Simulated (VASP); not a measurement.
Calculation: RPBE GGA, VASP's PBE PAW potentials (set 64) (plane waves; VASP).

Input for VASP

**KPOINTS**
```
Automatic mesh
0
Gamma
9 9 9
0 0 0
```

POSCAR:
```
KF
1
    0.0000000000     2.7889625718     2.7889625718
    2.7889625718    -0.0000000000     2.7889625718
    2.7889625718     2.7889625718    -0.0000000000
K F
1 1
Direct
  0.0000000000   0.0000000000   0.0000000000
  0.5000000000   0.5000000000   0.5000000000
```

INCAR:
```
SYSTEM = KF
PREC = Accurate; ENCUT = 520; LREAL = .FALSE.
LASPH = .TRUE.
EDIFF = 1E-7; NELM = 100; ALGO = Normal
ISMEAR = -5
GGA = RP
ISIF = 2
LWAVE = .FALSE.; LCHARG = .TRUE.; LORBIT = 11
NEDOS = 601
```

POTCAR, in this order: K_sv F (PBE.64 set). Program: vasp_std.

Output

OSZICAR:
```
       N       E                     dE             d eps       ncg     rms          rms(c)
DAV:   1     0.120094380290E+03    0.12009E+03   -0.83215E+03   840   0.127E+03
DAV:   2    -0.425962185688E+01   -0.12435E+03   -0.11595E+03  1136   0.323E+02
DAV:   3    -0.912145679540E+01   -0.48618E+01   -0.48247E+01  1076   0.622E+01
DAV:   4    -0.924098146239E+01   -0.11952E+00   -0.11943E+00  1304   0.838E+00
DAV:   5    -0.924283700868E+01   -0.18555E-02   -0.18555E-02  1072   0.957E-01    0.636E+00
DAV:   6    -0.791341675688E+01    0.13294E+01   -0.46943E+00   960   0.174E+01    0.305E+00
DAV:   7    -0.790098370284E+01    0.12433E-01   -0.13135E-01  1144   0.309E+00    0.183E+00
DAV:   8    -0.791686298826E+01   -0.15879E-01   -0.77826E-02   888   0.327E+00    0.229E-01
DAV:   9    -0.792060150618E+01   -0.37385E-02   -0.91529E-03  1020   0.794E-01    0.136E-01
DAV:  10    -0.792183161146E+01   -0.12301E-02   -0.21198E-03   904   0.454E-01    0.695E-02
DAV:  11    -0.792192894385E+01   -0.97332E-04   -0.79665E-04   988   0.233E-01    0.315E-02
DAV:  12    -0.792191219731E+01    0.16747E-04   -0.15749E-04  1040   0.975E-02    0.821E-03
DAV:  13    -0.792191475098E+01   -0.25537E-05   -0.17277E-05   952   0.411E-02    0.293E-03
DAV:  14    -0.792191508652E+01   -0.33553E-06   -0.77017E-07  1068   0.878E-03    0.745E-04
DAV:  15    -0.792191512569E+01   -0.39172E-07   -0.68696E-08   776   0.253E-03
   1 F= -.79219151E+01 E0= -.79219151E+01  d E =0.000000E+00
```

OUTCAR:
```
------------------------ aborting loop because EDIFF is reached ----------------------------------------
  FORCE on cell =-STRESS in cart. coord.  units (eV):
  Direction    XX          YY          ZZ          XY          YZ          ZX
  --------------------------------------------------------------------------------------
  Total        0.0115481      0.0115481      0.0115481      0.0000000     -0.0000000      0.0000000
  in kB        0.4264457      0.4264457      0.4264457      0.0000000     -0.0000000      0.0000000
  external PRESSURE =       0.4264457 kB  Pullay stress =       0.0000000 kB
  volume of cell :       43.39
      direct lattice vectors                 reciprocal lattice vectors
     0.000000000  2.788962572  2.788962572    -0.179278132  0.179278132  0.179278132
     2.788962572  0.000000000  2.788962572     0.179278132 -0.179278132  0.179278132
     2.788962572  2.788962572  0.000000000     0.179278132  0.179278132 -0.179278132
  FREE ENERGIE OF THE ION-ELECTRON SYSTEM (eV)
  ---------------------------------------------------
  free  energy   TOTEN  =        -7.9219151257 eV

  energy  without entropy=       -7.9219151257  energy(sigma->0) =       -7.92191513

 total charge

# of ion       s       p       d       tot
------------------------------------------
    1        1.958   5.623   0.024   7.604
    2        1.733   4.353   0.000   6.086
--------------------------------------------------
tot          3.691   9.975   0.024  13.690
```
(Selected blocks of OUTCAR.)

The compound is KF in the rock salt structure. It was relaxed first, which changed the volume by +13 %.
